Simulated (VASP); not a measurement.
Energy against volume of CdSe (wurtzite). Method: PBE GGA with D3 dispersion (zero damping), VASP's PBE PAW potentials (set 64) (plane waves; VASP). Settings: 520 eV cut-off, 6×6×3 Γ-centred mesh, Gaussian smearing of 0.050 eV, potentials Cd Se.

Shape and ions are relaxed at each volume.

```
V (Å³/atom)  E (eV/atom)
-----------  -----------
26.979          -2.98293
27.840          -2.99685
28.701          -3.00118
29.562          -2.99751
```

Question: Fit these four points and predict the energy of the run at 30.423 Å³/atom.

Answer: A cubic in V^(−2/3), the third-order Birch-Murnaghan form, passes through the four points with V0 = 28.71 Å³/atom and B0 = 49 GPa, and gives -2.9872 eV/atom there. The run gave -2.9871 eV/atom, +0.0 meV/atom from the fit; all five points give B0 = 50 GPa.

The compound is CdSe in the wurtzite structure. It was relaxed first.
